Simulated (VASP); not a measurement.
Data:

```
Dy
1.0
    1.77831    -3.08012     0.00000
    1.77831     3.08012     0.00000
    0.00000     0.00000     5.50456
Dy
2
Direct
  0.33333   0.66667   0.25000
  0.66667   0.33333   0.75000
```

Computed with vdW-DF-cx, VASP's PBE PAW potentials (set 64) (plane waves; VASP). Settings: 520 eV cut-off, Gaussian smearing of 0.050 eV, potentials Dy_3.

The 4f electrons are frozen in the core of the lanthanide potential, so 4f levels, which can set the real gap, and their magnetism are missing.

Give the energies of bands 7 to 12 at the high-symmetry points, in eV from the Fermi level.

```
band      Γ      M      K      A      L      H
----  -----  -----  -----  -----  -----  -----
7     -5.21  -1.95  -1.03  -3.52  -2.01  -0.62
8     -2.25  -1.53  -0.72  -3.52  -2.01  -0.62
9      1.56  -1.03  -0.72   1.06   0.03  -0.42
10     1.81   0.13  -0.41   1.06   0.03  -0.42
11     1.81   1.44   1.24   1.70   1.83   0.64
12     2.33   1.73   1.24   1.70   1.83   0.64
```

It has no gap at this level: it comes out as a metal or semimetal.

The compound is Dy in the hcp structure. It was relaxed first.
